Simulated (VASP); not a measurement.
OSZICAR of a VASP run on TiCo (CsCl type):

File OSZICAR:
```
       N       E                     dE             d eps       ncg     rms          rms(c)
DAV:   1     0.164728241144E+03    0.16473E+03   -0.12089E+04  1568   0.222E+03
DAV:   2    -0.778075766023E+01   -0.17251E+03   -0.16976E+03  1592   0.439E+02
DAV:   3    -0.177227462287E+02   -0.99420E+01   -0.98523E+01  2590   0.114E+02
DAV:   4    -0.179820475317E+02   -0.25930E+00   -0.25863E+00  1882   0.152E+01
DAV:   5    -0.179936708865E+02   -0.11623E-01   -0.11623E-01  2376   0.288E+00    0.129E+01
DAV:   6    -0.159727140107E+02    0.20210E+01   -0.13176E+01  2018   0.554E+01    0.594E+00
DAV:   7    -0.189275285347E+02   -0.29548E+01   -0.30067E+01  2624   0.509E+01    0.251E+01
DAV:   8    -0.156153380758E+02    0.33122E+01   -0.19673E+01  2386   0.418E+01    0.168E+00
DAV:   9    -0.156504815663E+02   -0.35143E-01   -0.30956E-01  2004   0.535E+00    0.190E+00
DAV:  10    -0.156354675843E+02    0.15014E-01   -0.82308E-02  2334   0.362E+00    0.570E-01
DAV:  11    -0.156333133303E+02    0.21543E-02   -0.64582E-03  2078   0.904E-01    0.354E-01
DAV:  12    -0.156323674034E+02    0.94593E-03   -0.33716E-03  2266   0.521E-01    0.849E-02
DAV:  13    -0.156322945793E+02    0.72824E-04   -0.23492E-04  1998   0.144E-01    0.401E-02
DAV:  14    -0.156322851788E+02    0.94005E-05   -0.75984E-05  2422   0.785E-02    0.821E-03
DAV:  15    -0.156322851917E+02   -0.12857E-07   -0.42815E-06  1624   0.290E-02
   1 F= -.15632285E+02 E0= -.15632346E+02  d E =0.180927E-03
```

Problem. Which electronic solver shows in the log?

Solution. It is blocked Davidson (ALGO = Normal, or the opening steps of other solvers). The INCAR had ALGO = Normal.

Problem. How was spin treated?

Solution. Without spin polarisation: there is no mag entry.

Problem. Can the final energy be trusted as converged?

Solution. The run converged. It stopped with EDIFF = 1E-6, NELM = 100 (PBE GGA, plane waves, VASP's PBE PAW potentials (set 64)).

The compound is TiCo in the CsCl type structure. The cell was not relaxed at this level. The run is one of a series of settings (ENCUT = 650 against the base run), some of them coarse on purpose. The run is not spin-polarised, so no magnetic state was tried. The electron count is odd and the run is not spin-polarised, which forces a metal.
